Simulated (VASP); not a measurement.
Given:

```
CELL_PARAMETERS angstrom
      4.89688     0.00000     0.00000
      0.00000     4.89688     0.00000
      0.00000     0.00000     4.89688
ATOMIC_POSITIONS crystal
  Ge 0.16570 0.33430 0.66570
  Ge 0.33430 0.66570 0.16570
  Ge 0.66570 0.16570 0.33430
  Ge 0.83430 0.83430 0.83430
  Rh 0.88139 0.61861 0.38139
  Rh 0.61861 0.38139 0.88139
  Rh 0.38139 0.88139 0.61861
  Rh 0.11861 0.11861 0.11861
```

Method: r2SCAN meta-GGA, VASP's PBE PAW potentials (set 64) (plane waves; VASP). Settings: 400 eV cut-off, 7×7×7 Γ-centred mesh, tetrahedra with Blöchl corrections, potentials Ge_d Rh_pv.

**Question.** Predict the energy per atom (σ→0), band gap (over mesh and band path) with the smallest direct gap where there is one.

**Answer.** 
The band gap (over mesh and band path) is none (metal, semimetal or under 0.01 eV) and the energy per atom (σ→0) comes out as -19.496 eV/atom.

The structure comes from a computed database's GeRh entry (P2_13); how it stands against other phases isn't given here. It was relaxed first.
